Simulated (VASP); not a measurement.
Wanted: the native input for a VASP 6.6.1 run.

```
Task                    : density of states
Functional              : PBE
Potentials or basis     : VASP PAW PBE potentials, release 64 (Ti_sv, C_h)
Cutoff                  : 900 eV
k mesh                  : 16 × 16 × 16
Occupations             : gaussian, width 0.1 eV
Spin                    : no spin polarisation
k mesh for the DOS      : 24 × 24 × 24
Occupations for the DOS : tetrahedron
Further INCAR settings  : ALGO = Normal; EDIFF = 1e-07; NBANDS = 15
```

Crystal: TiC.

```xyz
2
Lattice="0.0000 2.1666 2.1666 2.1666 0.0000 2.1666 2.1666 2.1666 0.0000" Properties=species:S:1:pos:R:3 pbc="T T T"
Ti    0.0000    0.0000    0.0000
C     2.1666    2.1666    2.1666
```

The input as run:

POSCAR

```
TiC                                     
1.0
    0.0000000000      2.1666389837      2.1666389837
    2.1666389837      0.0000000000      2.1666389837
    2.1666389837      2.1666389837      0.0000000000
  Ti              C             
     1     1
Direct
     0.0000000000000000    0.0000000000000000    0.0000000000000000
     0.5000000000000000    0.5000000000000000    0.5000000000000000
```

INCAR.step1

```
SYSTEM = TiC
PREC = Accurate ; ENCUT = 900
EDIFF = 1E-7 ; ISMEAR = 0
SIGMA = 0.1 ; LREAL = .False.
LASPH = .True. ; NELM = 60
ALGO = Normal ; ISIF = 2
LWAVE = .False. ; LCHARG = .True.
LMAXMIX = 4 ; GGA = PE
NBANDS = 15
```

KPOINTS.step1

```
regular mesh
0
Gamma
  16 16 16
  0 0 0
```

INCAR.step2

```
SYSTEM = TiC
PREC = Accurate ; ENCUT = 900
EDIFF = 1E-7 ; ISMEAR = -5
SIGMA = 0.1 ; LREAL = .False.
LASPH = .True. ; NELM = 60
ALGO = Normal ; ISIF = 2
LWAVE = .False. ; LCHARG = .False.
LMAXMIX = 4 ; GGA = PE
LORBIT = 11 ; NBANDS = 15
NEDOS = 1001 ; ICHARG = 11
```

KPOINTS.step2

```
regular mesh
0
Gamma
  24 24 24
  0 0 0
```

Potentials or basis: VASP PAW PBE potentials, release 64 (Ti_sv, C_h).

Launch:

```sh
$ cat potpaw_PBE.64/Ti_sv/POTCAR potpaw_PBE.64/C_h/POTCAR > POTCAR
$ cp INCAR.step1 INCAR
$ cp KPOINTS.step1 KPOINTS
$ mpirun -np 1 vasp_std > vasp.out
$ cp INCAR.step2 INCAR
$ cp KPOINTS.step2 KPOINTS
$ mpirun -np 1 vasp_std > vasp.out
```

Results of the run:

* Valence electrons inside the program's atomic spheres: Ti 10.39; C 1.39

Wall time 2.1 min on 1 thread of Intel(R) Xeon(R) 6975P-C (Granite Rapids) (shared host), peak memory 0.39 GiB.
